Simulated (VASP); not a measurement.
Method: vdW-DF-cx, VASP's PBE PAW potentials (set 64) (plane waves; VASP).

VASP ran on this input.

**KPOINTS**
```
Automatic mesh
0
Gamma
8 8 8
0 0 0
```

INCAR:
```
# general
SYSTEM   = AgCl
PREC     = Accurate
ENCUT    = 520
LREAL    = .FALSE.   # projection in real space or not
LASPH    = .TRUE.   # aspherical one-centre terms

# electronic loop
EDIFF    = 1E-6   # SCF stop (eV)
NELM     = 100   # most electronic steps
ALGO     = Normal
LMAXMIX  = 4

# smearing
ISMEAR   = 0
SIGMA    = 0.05   # width (eV)

# functional
GGA      = CX
LUSE_VDW = .TRUE.
AGGAC    = 0.0

# ions
IBRION   = 2
NSW      = 60
ISIF     = 3   # ions, shape and volume
EDIFFG   = -0.01   # ionic stop

# output
LWAVE    = .FALSE.
LCHARG   = .FALSE.
```

**POSCAR**
```
AgCl
1.0
  0.0000000000   2.7358461651   2.7358461651
  2.7358461651   0.0000000000   2.7358461651
  2.7358461651   2.7358461651   0.0000000000
Ag Cl
1 1
Cart
  0.0000000000   0.0000000000   0.0000000000
  2.7358461651   2.7358461651   2.7358461651
```

POTCAR, in this order: Ag Cl (PBE.64 set). Program: vasp_std.

What VASP printed:

File OSZICAR:
```
       N       E                     dE             d eps       ncg     rms          rms(c)
DAV:   1     0.107394193294E+03    0.10739E+03   -0.88234E+03   778   0.125E+03
DAV:   2     0.339387318519E+01   -0.10400E+03   -0.98040E+02   929   0.255E+02
DAV:   3    -0.910710950514E+00   -0.43046E+01   -0.42883E+01   879   0.555E+01
DAV:   4    -0.947423687089E+00   -0.36713E-01   -0.36708E-01   859   0.565E+00
DAV:   5    -0.947920383738E+00   -0.49670E-03   -0.49670E-03   874   0.674E-01    0.706E+00
DAV:   6    -0.790108751474E+00    0.15781E+00   -0.34639E-01   828   0.838E+00    0.465E+00
DAV:   7    -0.788143176809E+00    0.19656E-02   -0.85908E-02   754   0.235E+00    0.210E+00
DAV:   8    -0.787405337709E+00    0.73784E-03   -0.49224E-03   804   0.910E-01    0.265E-01
DAV:   9    -0.787443803692E+00   -0.38466E-04   -0.64777E-04   844   0.360E-01    0.360E-02
DAV:  10    -0.787489143893E+00   -0.45340E-04   -0.61234E-05   784   0.837E-02    0.160E-02
DAV:  11    -0.787497975380E+00   -0.88315E-05   -0.97050E-06   789   0.303E-02    0.316E-03
DAV:  12    -0.787497989995E+00   -0.14615E-07   -0.26061E-07   547   0.696E-03
   1 F= -.78749799E+00 E0= -.78749799E+00  d E =-.787498E+00
```

OUTCAR:
```
------------------------ aborting loop because EDIFF is reached ----------------------------------------
  FORCE on cell =-STRESS in cart. coord.  units (eV):
  Direction    XX          YY          ZZ          XY          YZ          ZX
  --------------------------------------------------------------------------------------
  Total       -0.0022592     -0.0022592     -0.0022592      0.0000000      0.0000000     -0.0000000
  in kB       -0.0883811     -0.0883811     -0.0883811      0.0000000      0.0000000     -0.0000000
  external PRESSURE =      -0.0883811 kB  Pullay stress =       0.0000000 kB
  volume of cell :       40.95
      direct lattice vectors                 reciprocal lattice vectors
     0.000000000  2.735846165  2.735846165    -0.182758814  0.182758814  0.182758814
     2.735846165  0.000000000  2.735846165     0.182758814 -0.182758814  0.182758814
     2.735846165  2.735846165  0.000000000     0.182758814  0.182758814 -0.182758814
  FREE ENERGIE OF THE ION-ELECTRON SYSTEM (eV)
  ---------------------------------------------------
  free  energy   TOTEN  =        -0.7874979900 eV

  energy  without entropy=       -0.7874979900  energy(sigma->0) =       -0.78749799

 reached required accuracy - stopping structural energy minimisation
```
(Selected blocks of OUTCAR.)

The compound is AgCl in the rock salt structure. It was relaxed first. The start is the result of an earlier pass.
